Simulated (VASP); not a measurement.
An input for Quantum ESPRESSO's pw.x (written as the equivalent of a VASP run, and not itself run):

```
&CONTROL
  calculation = 'vc-relax'
  pseudo_dir = './pseudo'
  outdir = './out'
  tprnfor = .true.
  tstress = .true.
  nstep = 40
  forc_conv_thr = 0.00078
/
&SYSTEM
  ibrav = 0
  nat = 6
  ntyp = 2
  ecutwfc = 84
  occupations = 'smearing'
  smearing = 'gaussian'
  degauss = 0.003675
  input_dft = 'pz'
/
&ELECTRONS
  conv_thr = 7.3e-08
  electron_maxstep = 100
/
&IONS
/
&CELL
  press = 450
/
ATOMIC_SPECIES
  Mg 24.305 Mg.upf
  F 18.998 F.upf
CELL_PARAMETERS angstrom
     4.1838417   -0.0000000    0.0000000
     0.0000000    4.1838417    0.0000000
     0.0000000    0.0000000    2.7995455
ATOMIC_POSITIONS crystal
  Mg   0.0000000  0.0000000  0.0000000
  Mg   0.5000000  0.5000000  0.5000000
  F    0.3008793  0.3008793  0.0000000
  F    0.8008793  0.1991207  0.5000000
  F    0.1991207  0.8008793  0.5000000
  F    0.6991207  0.6991207  0.0000000
K_POINTS automatic
  5 5 8 0 0 0
```

Translate this input to VASP (INCAR, KPOINTS, POSCAR, choice of POTCAR).

One answer among several that fit: 
**INCAR**
```
# general
SYSTEM  = MgF2
PREC    = Accurate
ENCUT   = 620
LREAL   = .False.
LASPH   = .True.

# electronic loop
EDIFF   = 1E-6
NELM    = 100
ALGO    = Normal

# smearing
ISMEAR  = 0
SIGMA   = 0.05

# ions
IBRION  = 2
NSW     = 40
ISIF    = 3
EDIFFG  = -0.02
PSTRESS = 450

# output
LWAVE   = .False.
LCHARG  = .False.
```

POSCAR:
```
MgF2
1
    4.1838417459    -0.0000000000     0.0000000000
    0.0000000000     4.1838417459     0.0000000000
    0.0000000000     0.0000000000     2.7995455230
Mg F
2 4
Direct
  0.0000000000   0.0000000000   0.0000000000
  0.5000000000   0.5000000000   0.5000000000
  0.3008792759   0.3008792759   0.0000000000
  0.8008792759   0.1991207241   0.5000000000
  0.1991207241   0.8008792759   0.5000000000
  0.6991207241   0.6991207241   0.0000000000
```

**KPOINTS**
```
Regular mesh
0
gamma
 5 5 8
0 0 0
```

POTCAR, in this order: Mg F (LDA.64 set). Program: vasp_std.

The two are equivalent in intent, not identical: the potentials are each code's own (VASP's PAW set, PseudoDojo norm-conserving files in pw.x), so ENCUT and ecutwfc are chosen apart and not converted; conv_thr bounds pw.x's estimated SCF error, while EDIFF bounds the energy change between steps; forc_conv_thr acts on force components and is met together with etot_conv_thr.

The compound is MgF2 in the rutile structure. It was relaxed first under an external pressure of 45 GPa.
